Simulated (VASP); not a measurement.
## BN (Qingsongite): exact exchange and RPA correlation

Aim: total energies of BN (Qingsongite) from exact exchange and RPA correlation, beside cheaper functionals. The scan starts from a database cell, scaled to the smallest volume of the series. The cell is of the zinc-blende type, one of the forms listed for this formula. The start is a cell from a database of measured crystal structures.

Program: VASP 6.6.1. Level of theory: PBE; plane waves and PAW (N_GW, B_GW), in the first sound run; inputs show where later runs differ. Results are calculated unless marked as measured.

Most raw output is cut from this account.

### 1. The structure

Symmetry: F-43m, No. 216, cubic system. Conventional cell: a = 3.541 Å, b = 3.541 Å, c = 3.541 Å, α = 90.00°, β = 90.00°, γ = 90.00°. Nearest to N lie 4 B at 1.53 Å. Nearest to B lie 4 N at 1.53 Å. Farther neighbours and most contacts between anions are not listed.

Coordinates:

```xyz
2
Lattice="0.0000 1.7706 1.7706 1.7706 0.0000 1.7706 1.7706 1.7706 0.0000" Properties=species:S:1:pos:R:3 pbc="T T T"
N     2.6559    2.6559    2.6559
B     0.0000    0.0000    0.0000
```

### 2. Orbitals, volume ratio 0.94

RPA gives no stress here, so the energy is scanned over volumes, at one cutoff and mesh. Volumes are given as ratios to a reference cell, and this first cell is that cell scaled to 0.94. Each point starts from PBE orbitals, tightly converged.

The input, INCAR:

```
SYSTEM = BN
PREC = Accurate
ENCUT = 470
EDIFF = 1E-08
NELM = 100
ISMEAR = 0
SIGMA = 0.05
LREAL = .FALSE.
ALGO = Normal
GGA = PE
NBANDS = 10
LORBIT = 11
LWAVE = .TRUE.
LCHARG = .FALSE.
KPAR = 8
```

The input, POSCAR:

```
BN
1.0
    0.0000000000      1.7706018915      1.7706018915
    1.7706018915      0.0000000000      1.7706018915
    1.7706018915      1.7706018915      0.0000000000
N B
1 1
Direct
    0.7500000000      0.7500000000      0.7500000000
    0.0000000000      0.0000000000      0.0000000000
```

The input, KPOINTS:

```
Automatic mesh
0
Gamma
6 6 6
0 0 0
```

Potentials, in the order of the species: N_GW and B_GW (PBE family, release 64).

Started as:

```console
> mpirun -np 8 vasp_std
```

Wall time 1 s (8 MPI ranks of AMD EPYC 9R45, shared host); peak memory 0.71 GiB.

The gap is read on the k-mesh alone, so it is an upper bound where the band edges lie off the mesh.

A gap read on the k-mesh alone can miss the band edges.

Numbers from this step:

```
free energy (TOTEN)            : -17.38 eV
Fermi energy                   : 8.547 eV
pressure                       : 27.22 GPa
gap on the k-mesh              : 4.525 eV
least direct gap on the k-mesh : 9.117 eV
```

The printed pressure carries a basis-set error: in the mean of the scan, the starting functional's lies 2.2 GPa under the slope of its energy curve.

### 3. Exact exchange, volume ratio 0.94

This step: Hartree-Fock energy on PBE orbitals; plane waves and PAW (N_GW, B_GW) (VASP 6.6.1).

The Hartree-Fock energy is evaluated once on these orbitals (ALGO = Eigenval, NELM = 1), without letting them relax. It uses the mesh of the correlation step, and the total energy is their sum.

The input, INCAR:

```
SYSTEM = BN
PREC = Accurate
ENCUT = 470
ISMEAR = 0
SIGMA = 0.05
LREAL = .FALSE.
GGA = PE
NBANDS = 10
ALGO = Eigenval
NELM = 1
LHFCALC = .TRUE.
AEXX = 1
ALDAC = 0
AGGAC = 0
PRECFOCK = Normal
LWAVE = .FALSE.
LCHARG = .FALSE.
```

POSCAR is that of step 2.

KPOINTS is that of step 2.

The WAVECAR or CHGCAR of an earlier step is read.

Started as:

```console
> mpirun -np 8 vasp_std
```

The job ended after 5.6 s (8 MPI ranks; peak memory 0.65 GiB; 41 s of CPU time).

Numbers from this step:

| Item | Value |
| --- | --- |
| free energy (TOTEN) | -29.52 eV |

The Hartree-Fock energy on these orbitals is -14.7601 eV an atom.

### 4. Empty bands, volume ratio 0.94

This step: PBE; plane waves and PAW (N_GW, B_GW) (VASP 6.6.1).

ALGO = Exact makes the empty bands from the converged ground state in one step. LOPTICS writes the k-derivatives of the orbitals (WAVEDER), which give the long-wavelength limit of the screening.

The input, INCAR:

```
SYSTEM = BN
PREC = Accurate
ENCUT = 470
ISMEAR = 0
SIGMA = 0.05
LREAL = .FALSE.
GGA = PE
NBANDS = 264
ALGO = Exact
NELM = 1
LWAVE = .TRUE.
LCHARG = .FALSE.
LOPTICS = .TRUE.
NEDOS = 1000
CSHIFT = 0.1
```

POSCAR is that of step 3.

KPOINTS is that of step 3.

Started as:

```console
> mpirun -np 8 vasp_std
```

Elapsed: 1.6 s, on 8 MPI ranks; peak memory 0.7 GiB.

WAVECAR now holds 264 bands for 8 electrons. Its independent-particle dielectric tensor has xx, yy, zz = 4.7, 4.7, 4.7 on this mesh, which isn't tested for convergence in mesh or bands and lacks local fields.

### 5. RPA correlation, volume ratio 0.94

This step: RPA correlation on PBE orbitals; plane waves and PAW (N_GW, B_GW) (VASP 6.6.1).

The RPA correlation energy follows from the response function on imaginary frequencies; VASP computes it for a row of response cutoffs and extrapolates.

The input, INCAR:

```
SYSTEM = BN
PREC = Accurate
ENCUT = 470
ISMEAR = 0
SIGMA = 0.05
LREAL = .FALSE.
GGA = PE
NBANDS = 264
ALGO = ACFDT
ENCUTGW = 200
NOMEGA = 12
PRECFOCK = Fast
LWAVE = .FALSE.
LCHARG = .FALSE.
```

POSCAR is that of step 4.

KPOINTS is that of step 4.

Started as:

```console
> mpirun -np 8 vasp_std
```

Run time: 20 s. Hardware: 8 MPI ranks; peak memory 1.1 GiB.

Numbers from this step:

- RPA correlation energy: -13.29 eV

Extrapolated by the program to an infinite response cutoff, the correlation energy is -6.6469 eV an atom. With exact exchange the total is -21.4070 eV an atom.

### 6. Comparison: r2SCAN, volume ratio 0.94

This step: r2SCAN; plane waves and PAW (N_GW, B_GW) (VASP 6.6.1).

For comparison the same cell is computed with r2SCAN.

The input, INCAR:

```
SYSTEM = BN
PREC = Accurate
ENCUT = 470
EDIFF = 1E-06
NELM = 100
ISMEAR = 0
SIGMA = 0.05
LREAL = .FALSE.
ALGO = Normal
METAGGA = R2SCAN
LASPH = .TRUE.
NBANDS = 10
LWAVE = .FALSE.
LCHARG = .FALSE.
KPAR = 8
```

POSCAR is that of step 5.

KPOINTS is that of step 5.

Started as:

```console
> mpirun -np 8 vasp_std
```

Run time: 2.6 s. Hardware: 8 MPI ranks; peak memory 0.74 GiB; 17 s of CPU time.

The PAW data sets were made with PBE, which is usual practice but a small mismatch for other functionals.

This step gave:

| Item | Value |
| --- | --- |
| free energy (TOTEN) | -19.10 eV |
| Fermi energy | 8.332 eV |
| pressure | 22.79 GPa |
| gap on the k-mesh | 5.063 eV |
| least direct gap on the k-mesh | 9.842 eV |

Its energy is -9.5498 eV an atom, on a zero of its own.

### 7. Orbitals for comparison: HSE06, volume ratio 0.94

This step: PBE; plane waves and PAW (N_GW, B_GW) (VASP 6.6.1).

A hybrid converges faster from good orbitals, so a cheap PBE run writes WAVECAR first.

The input, INCAR:

```
SYSTEM = BN
PREC = Accurate
ENCUT = 470
EDIFF = 1E-05
NELM = 100
ISMEAR = 0
SIGMA = 0.05
LREAL = .FALSE.
ALGO = Normal
GGA = PE
NBANDS = 10
LORBIT = 11
LWAVE = .TRUE.
LCHARG = .FALSE.
KPAR = 8
```

POSCAR is that of step 6.

KPOINTS is that of step 6.

Started as:

```console
> mpirun -np 8 vasp_std
```

Wall time 1 s (8 MPI ranks); peak memory 0.71 GiB.

This step gave:

| Quantity | Value |
| --- | --- |
| free energy (TOTEN) | -17.38 eV |
| Fermi energy | 8.545 eV |
| pressure | 27.20 GPa |
| gap on the k-mesh | 4.523 eV |
| least direct gap on the k-mesh | 9.117 eV |

The run ends at a pressure of 27.20 GPa.

### 8. Comparison: HSE06, volume ratio 0.94

This step: HSE06; plane waves and PAW (N_GW, B_GW) (VASP 6.6.1).

For comparison the same cell is computed with HSE06.

The input, INCAR:

```
SYSTEM = BN
PREC = Accurate
ENCUT = 470
EDIFF = 1E-06
NELM = 100
ISMEAR = 0
SIGMA = 0.05
LREAL = .FALSE.
ALGO = Normal
LHFCALC = .TRUE.
AEXX = 0.25
GGA = PE
HFSCREEN = 0.2
LASPH = .TRUE.
NBANDS = 10
PRECFOCK = Fast
LWAVE = .FALSE.
LCHARG = .FALSE.
KPAR = 8
```

POSCAR is that of step 7.

KPOINTS is that of step 7.

The WAVECAR or CHGCAR of an earlier step is read.

Started as:

```console
> mpirun -np 8 vasp_std
```

It took 11 s on 8 MPI ranks; peak memory 1.5 GiB; 79 s of CPU time.

Numbers from this step:

| Item | Value |
| --- | --- |
| free energy (TOTEN) | -20.35 eV |
| Fermi energy | 7.636 eV |
| gap on the k-mesh | 5.888 eV |
| least direct gap on the k-mesh | 10.91 eV |

Its energy is -10.1727 eV an atom, on a zero of its own.

### 9. Orbitals, volume ratio 0.97

This step: PBE; plane waves and PAW (N_GW, B_GW) (VASP 6.6.1).

The same chain follows at a volume ratio of 0.97.

The input, INCAR:

```
SYSTEM = BN
PREC = Accurate
ENCUT = 470
EDIFF = 1E-08
NELM = 100
ISMEAR = 0
SIGMA = 0.05
LREAL = .FALSE.
ALGO = Normal
GGA = PE
NBANDS = 10
LORBIT = 11
LWAVE = .TRUE.
LCHARG = .FALSE.
KPAR = 8
```

The input, POSCAR:

```
BN
1.0
    0.0000000000      1.7892411759      1.7892411759
    1.7892411759      0.0000000000      1.7892411759
    1.7892411759      1.7892411759      0.0000000000
N B
1 1
Direct
    0.7500000000      0.7500000000      0.7500000000
    0.0000000000      0.0000000000      0.0000000000
```

KPOINTS is that of step 8.

Started as:

```console
> mpirun -np 8 vasp_std
```

The job ended after 1.2 s (8 MPI ranks; peak memory 0.73 GiB).

The printed pressure carries a basis-set error: in the mean of the scan, the starting functional's lies 2.2 GPa under the slope of its energy curve.

### 10. Exact exchange, volume ratio 0.97

This step: Hartree-Fock energy on PBE orbitals; plane waves and PAW (N_GW, B_GW) (VASP 6.6.1).

Exact exchange at this point.

The input, INCAR:

```
SYSTEM = BN
PREC = Accurate
ENCUT = 470
ISMEAR = 0
SIGMA = 0.05
LREAL = .FALSE.
GGA = PE
NBANDS = 10
ALGO = Eigenval
NELM = 1
LHFCALC = .TRUE.
AEXX = 1
ALDAC = 0
AGGAC = 0
PRECFOCK = Normal
LWAVE = .FALSE.
LCHARG = .FALSE.
```

POSCAR is that of step 9.

KPOINTS is that of step 9.

The run starts from files that an earlier step left in the folder.

Started as:

```console
> mpirun -np 8 vasp_std
```

Wall time 5.8 s (8 MPI ranks); peak memory 0.66 GiB.

The Hartree-Fock energy on these orbitals is -14.7721 eV an atom.

### 11. Empty bands, volume ratio 0.97

This step: PBE; plane waves and PAW (N_GW, B_GW) (VASP 6.6.1).

The empty bands are made again, for the run that follows.

The input, INCAR:

```
SYSTEM = BN
PREC = Accurate
ENCUT = 470
ISMEAR = 0
SIGMA = 0.05
LREAL = .FALSE.
GGA = PE
NBANDS = 280
ALGO = Exact
NELM = 1
LWAVE = .TRUE.
LCHARG = .FALSE.
LOPTICS = .TRUE.
NEDOS = 1000
CSHIFT = 0.1
```

POSCAR is that of step 10.

KPOINTS is that of step 10.

Started as:

```console
> mpirun -np 8 vasp_std
```

Elapsed: 1.6 s, on 8 MPI ranks; peak memory 0.7 GiB; 7.8 s of CPU time.

WAVECAR now holds 280 bands for 8 electrons.

### 12. RPA correlation, volume ratio 0.97

This step: RPA correlation on PBE orbitals; plane waves and PAW (N_GW, B_GW) (VASP 6.6.1).

RPA correlation at this point.

The input, INCAR:

```
SYSTEM = BN
PREC = Accurate
ENCUT = 470
ISMEAR = 0
SIGMA = 0.05
LREAL = .FALSE.
GGA = PE
NBANDS = 280
ALGO = ACFDT
ENCUTGW = 200
NOMEGA = 12
PRECFOCK = Fast
LWAVE = .FALSE.
LCHARG = .FALSE.
```

POSCAR is that of step 11.

KPOINTS is that of step 11.

Started as:

```console
> mpirun -np 8 vasp_std
```

It took 21 s on 8 MPI ranks; peak memory 1.2 GiB.

Extrapolated by the program to an infinite response cutoff, the correlation energy is -6.6620 eV an atom, -15 meV against the point before. With exact exchange the total is -21.4341 eV an atom.

### 13. Comparison: r2SCAN, volume ratio 0.97

This step: r2SCAN; plane waves and PAW (N_GW, B_GW) (VASP 6.6.1).

The comparison at this point.

The input, INCAR:

```
SYSTEM = BN
PREC = Accurate
ENCUT = 470
EDIFF = 1E-06
NELM = 100
ISMEAR = 0
SIGMA = 0.05
LREAL = .FALSE.
ALGO = Normal
METAGGA = R2SCAN
LASPH = .TRUE.
NBANDS = 10
LWAVE = .FALSE.
LCHARG = .FALSE.
KPAR = 8
```

POSCAR is that of step 12.

KPOINTS is that of step 12.

Started as:

```console
> mpirun -np 8 vasp_std
```

Run time: 2.6 s. Hardware: 8 MPI ranks; peak memory 0.73 GiB; 17 s of CPU time.

Its energy is -9.5695 eV an atom, on a zero of its own.

### 14. Orbitals for comparison: HSE06, volume ratio 0.97

This step: PBE; plane waves and PAW (N_GW, B_GW) (VASP 6.6.1).

Starting orbitals, as before.

The input, INCAR:

```
SYSTEM = BN
PREC = Accurate
ENCUT = 470
EDIFF = 1E-05
NELM = 100
ISMEAR = 0
SIGMA = 0.05
LREAL = .FALSE.
ALGO = Normal
GGA = PE
NBANDS = 10
LORBIT = 11
LWAVE = .TRUE.
LCHARG = .FALSE.
KPAR = 8
```

POSCAR is that of step 13.

KPOINTS is that of step 13.

Started as:

```console
> mpirun -np 8 vasp_std
```

Run time: 1 s. Hardware: 8 MPI ranks; peak memory 0.72 GiB; 3.2 s of CPU time.

The run ends at a pressure of 13.14 GPa.

### 15. Comparison: HSE06, volume ratio 0.97

This step: HSE06; plane waves and PAW (N_GW, B_GW) (VASP 6.6.1).

The input, INCAR:

```
SYSTEM = BN
PREC = Accurate
ENCUT = 470
EDIFF = 1E-06
NELM = 100
ISMEAR = 0
SIGMA = 0.05
LREAL = .FALSE.
ALGO = Normal
LHFCALC = .TRUE.
AEXX = 0.25
GGA = PE
HFSCREEN = 0.2
LASPH = .TRUE.
NBANDS = 10
PRECFOCK = Fast
LWAVE = .FALSE.
LCHARG = .FALSE.
KPAR = 8
```

POSCAR is that of step 14.

KPOINTS is that of step 14.

The run starts from files that an earlier step left in the folder.

Started as:

```console
> mpirun -np 8 vasp_std
```

It took 10 s on 8 MPI ranks; peak memory 1.5 GiB.

Its energy is -10.1871 eV an atom, on a zero of its own.

### 16. Orbitals, volume ratio 1

This step: PBE; plane waves and PAW (N_GW, B_GW) (VASP 6.6.1).

The same chain follows at a volume ratio of 1.

The input, INCAR:

```
SYSTEM = BN
PREC = Accurate
ENCUT = 470
EDIFF = 1E-08
NELM = 100
ISMEAR = 0
SIGMA = 0.05
LREAL = .FALSE.
ALGO = Normal
GGA = PE
NBANDS = 10
LORBIT = 11
LWAVE = .TRUE.
LCHARG = .FALSE.
KPAR = 8
```

The input, POSCAR:

```
BN
1.0
    0.0000000000      1.8075000000      1.8075000000
    1.8075000000      0.0000000000      1.8075000000
    1.8075000000      1.8075000000      0.0000000000
N B
1 1
Direct
    0.7500000000      0.7500000000      0.7500000000
    0.0000000000      0.0000000000      0.0000000000
```

KPOINTS is that of step 15.

Started as:

```console
> mpirun -np 8 vasp_std
```

Run time: 1.2 s. Hardware: 8 MPI ranks; peak memory 0.72 GiB; 4.2 s of CPU time.

The printed pressure carries a basis-set error: in the mean of the scan, the starting functional's lies 2.2 GPa under the slope of its energy curve.

### 17. Exact exchange, volume ratio 1

This step: Hartree-Fock energy on PBE orbitals; plane waves and PAW (N_GW, B_GW) (VASP 6.6.1).

The input, INCAR:

```
SYSTEM = BN
PREC = Accurate
ENCUT = 470
ISMEAR = 0
SIGMA = 0.05
LREAL = .FALSE.
GGA = PE
NBANDS = 10
ALGO = Eigenval
NELM = 1
LHFCALC = .TRUE.
AEXX = 1
ALDAC = 0
AGGAC = 0
PRECFOCK = Normal
LWAVE = .FALSE.
LCHARG = .FALSE.
```

POSCAR is that of step 16.

KPOINTS is that of step 16.

The WAVECAR or CHGCAR of an earlier step is read.

Started as:

```console
> mpirun -np 8 vasp_std
```

Elapsed: 5.6 s, on 8 MPI ranks; peak memory 0.66 GiB; 40 s of CPU time.

The Hartree-Fock energy on these orbitals is -14.7686 eV an atom.

### 18. Empty bands, volume ratio 1

This step: PBE; plane waves and PAW (N_GW, B_GW) (VASP 6.6.1).

The input, INCAR:

```
SYSTEM = BN
PREC = Accurate
ENCUT = 470
ISMEAR = 0
SIGMA = 0.05
LREAL = .FALSE.
GGA = PE
NBANDS = 280
ALGO = Exact
NELM = 1
LWAVE = .TRUE.
LCHARG = .FALSE.
LOPTICS = .TRUE.
NEDOS = 1000
CSHIFT = 0.1
```

POSCAR is that of step 17.

KPOINTS is that of step 17.

Started as:

```console
> mpirun -np 8 vasp_std
```

The job ended after 1.6 s (8 MPI ranks; peak memory 0.73 GiB; 8.1 s of CPU time).

### 19. RPA correlation, volume ratio 1

This step: RPA correlation on PBE orbitals; plane waves and PAW (N_GW, B_GW) (VASP 6.6.1).

The input, INCAR:

```
SYSTEM = BN
PREC = Accurate
ENCUT = 470
ISMEAR = 0
SIGMA = 0.05
LREAL = .FALSE.
GGA = PE
NBANDS = 280
ALGO = ACFDT
ENCUTGW = 200
NOMEGA = 12
PRECFOCK = Fast
LWAVE = .FALSE.
LCHARG = .FALSE.
```

POSCAR is that of step 18.

KPOINTS is that of step 18.

Started as:

```console
> mpirun -np 8 vasp_std
```

Run time: 22 s. Hardware: 8 MPI ranks; peak memory 1.1 GiB; 2.8 min of CPU time.

Extrapolated by the program to an infinite response cutoff, the correlation energy is -6.6778 eV an atom, -16 meV against the point before. With exact exchange the total is -21.4464 eV an atom.

### 20. Comparison: r2SCAN, volume ratio 1

This step: r2SCAN; plane waves and PAW (N_GW, B_GW) (VASP 6.6.1).

The input, INCAR:

```
SYSTEM = BN
PREC = Accurate
ENCUT = 470
EDIFF = 1E-06
NELM = 100
ISMEAR = 0
SIGMA = 0.05
LREAL = .FALSE.
ALGO = Normal
METAGGA = R2SCAN
LASPH = .TRUE.
NBANDS = 10
LWAVE = .FALSE.
LCHARG = .FALSE.
KPAR = 8
```

POSCAR is that of step 19.

KPOINTS is that of step 19.

Started as:

```console
> mpirun -np 8 vasp_std
```

Elapsed: 2.6 s, on 8 MPI ranks; peak memory 0.73 GiB.

Its energy is -9.5745 eV an atom, on a zero of its own.

### 21. Orbitals for comparison: HSE06, volume ratio 1

This step: PBE; plane waves and PAW (N_GW, B_GW) (VASP 6.6.1).

The input, INCAR:

```
SYSTEM = BN
PREC = Accurate
ENCUT = 470
EDIFF = 1E-05
NELM = 100
ISMEAR = 0
SIGMA = 0.05
LREAL = .FALSE.
ALGO = Normal
GGA = PE
NBANDS = 10
LORBIT = 11
LWAVE = .TRUE.
LCHARG = .FALSE.
KPAR = 8
```

POSCAR is that of step 20.

KPOINTS is that of step 20.

Started as:

```console
> mpirun -np 8 vasp_std
```

Elapsed: 1 s, on 8 MPI ranks; peak memory 0.71 GiB.

The run ends at a pressure of 0.98 GPa.

### 22. Comparison: HSE06, volume ratio 1

This step: HSE06; plane waves and PAW (N_GW, B_GW) (VASP 6.6.1).

The input, INCAR:

```
SYSTEM = BN
PREC = Accurate
ENCUT = 470
EDIFF = 1E-06
NELM = 100
ISMEAR = 0
SIGMA = 0.05
LREAL = .FALSE.
ALGO = Normal
LHFCALC = .TRUE.
AEXX = 0.25
GGA = PE
HFSCREEN = 0.2
LASPH = .TRUE.
NBANDS = 10
PRECFOCK = Fast
LWAVE = .FALSE.
LCHARG = .FALSE.
KPAR = 8
```

POSCAR is that of step 21.

KPOINTS is that of step 21.

The WAVECAR or CHGCAR of an earlier step is read.

Started as:

```console
> mpirun -np 8 vasp_std
```

The job ended after 10 s (8 MPI ranks; peak memory 1.5 GiB; 78 s of CPU time).

Its energy is -10.1869 eV an atom, on a zero of its own.

### 23. Orbitals, volume ratio 1.03

This step: PBE; plane waves and PAW (N_GW, B_GW) (VASP 6.6.1).

The same chain follows at a volume ratio of 1.03.

The input, INCAR:

```
SYSTEM = BN
PREC = Accurate
ENCUT = 470
EDIFF = 1E-08
NELM = 100
ISMEAR = 0
SIGMA = 0.05
LREAL = .FALSE.
ALGO = Normal
GGA = PE
NBANDS = 10
LORBIT = 11
LWAVE = .TRUE.
LCHARG = .FALSE.
KPAR = 8
```

The input, POSCAR:

```
BN
1.0
    0.0000000000      1.8253972035      1.8253972035
    1.8253972035      0.0000000000      1.8253972035
    1.8253972035      1.8253972035      0.0000000000
N B
1 1
Direct
    0.7500000000      0.7500000000      0.7500000000
    0.0000000000      0.0000000000      0.0000000000
```

KPOINTS is that of step 22.

Started as:

```console
> mpirun -np 8 vasp_std
```

Elapsed: 1 s, on 8 MPI ranks; peak memory 0.72 GiB.

The printed pressure carries a basis-set error: in the mean of the scan, the starting functional's lies 2.2 GPa under the slope of its energy curve.

### 24. Exact exchange, volume ratio 1.03

This step: Hartree-Fock energy on PBE orbitals; plane waves and PAW (N_GW, B_GW) (VASP 6.6.1).

The input, INCAR:

```
SYSTEM = BN
PREC = Accurate
ENCUT = 470
ISMEAR = 0
SIGMA = 0.05
LREAL = .FALSE.
GGA = PE
NBANDS = 10
ALGO = Eigenval
NELM = 1
LHFCALC = .TRUE.
AEXX = 1
ALDAC = 0
AGGAC = 0
PRECFOCK = Normal
LWAVE = .FALSE.
LCHARG = .FALSE.
```

POSCAR is that of step 23.

KPOINTS is that of step 23.

The WAVECAR or CHGCAR of an earlier step is read.

Started as:

```console
> mpirun -np 8 vasp_std
```

Run time: 5.6 s. Hardware: 8 MPI ranks; peak memory 0.62 GiB.

The Hartree-Fock energy on these orbitals is -14.7520 eV an atom.

### 25. Empty bands, volume ratio 1.03

This step: PBE; plane waves and PAW (N_GW, B_GW) (VASP 6.6.1).

The input, INCAR:

```
SYSTEM = BN
PREC = Accurate
ENCUT = 470
ISMEAR = 0
SIGMA = 0.05
LREAL = .FALSE.
GGA = PE
NBANDS = 288
ALGO = Exact
NELM = 1
LWAVE = .TRUE.
LCHARG = .FALSE.
LOPTICS = .TRUE.
NEDOS = 1000
CSHIFT = 0.1
```

POSCAR is that of step 24.

KPOINTS is that of step 24.

Started as:

```console
> mpirun -np 8 vasp_std
```

It took 1.6 s on 8 MPI ranks; peak memory 0.72 GiB; 8.6 s of CPU time.

WAVECAR now holds 288 bands for 8 electrons.

### 26. RPA correlation, volume ratio 1.03

This step: RPA correlation on PBE orbitals; plane waves and PAW (N_GW, B_GW) (VASP 6.6.1).

The input, INCAR:

```
SYSTEM = BN
PREC = Accurate
ENCUT = 470
ISMEAR = 0
SIGMA = 0.05
LREAL = .FALSE.
GGA = PE
NBANDS = 288
ALGO = ACFDT
ENCUTGW = 200
NOMEGA = 12
PRECFOCK = Fast
LWAVE = .FALSE.
LCHARG = .FALSE.
```

POSCAR is that of step 25.

KPOINTS is that of step 25.

Started as:

```console
> mpirun -np 8 vasp_std
```

Wall time 24 s (8 MPI ranks); peak memory 1.2 GiB.

Extrapolated by the program to an infinite response cutoff, the correlation energy is -6.6945 eV an atom, -17 meV against the point before. With exact exchange the total is -21.4465 eV an atom.

### 27. Comparison: r2SCAN, volume ratio 1.03

This step: r2SCAN; plane waves and PAW (N_GW, B_GW) (VASP 6.6.1).

The input, INCAR:

```
SYSTEM = BN
PREC = Accurate
ENCUT = 470
EDIFF = 1E-06
NELM = 100
ISMEAR = 0
SIGMA = 0.05
LREAL = .FALSE.
ALGO = Normal
METAGGA = R2SCAN
LASPH = .TRUE.
NBANDS = 10
LWAVE = .FALSE.
LCHARG = .FALSE.
KPAR = 8
```

POSCAR is that of step 26.

KPOINTS is that of step 26.

Started as:

```console
> mpirun -np 8 vasp_std
```

Wall time 2.8 s (8 MPI ranks); peak memory 0.73 GiB.

Its energy is -9.5676 eV an atom, on a zero of its own.

[end of part 1 of 2]

[Lines on the potential files, build, host, timing and source positions are cut from VASP's logs without a mark.]

[Logs are printed without paths, hosts, clocks, repeated set-up lines and the standing remarks that a program may print on its own settings, such as how far it seeks lower states.]

[Hosts, paths, dates, database ids (printed as entryN), source tags and the programs' standing remarks are cut or masked in the printed files.]

[Pressures printed for these runs are not shown converged in the cutoff: they can be off by several GPa and have the wrong sign.]
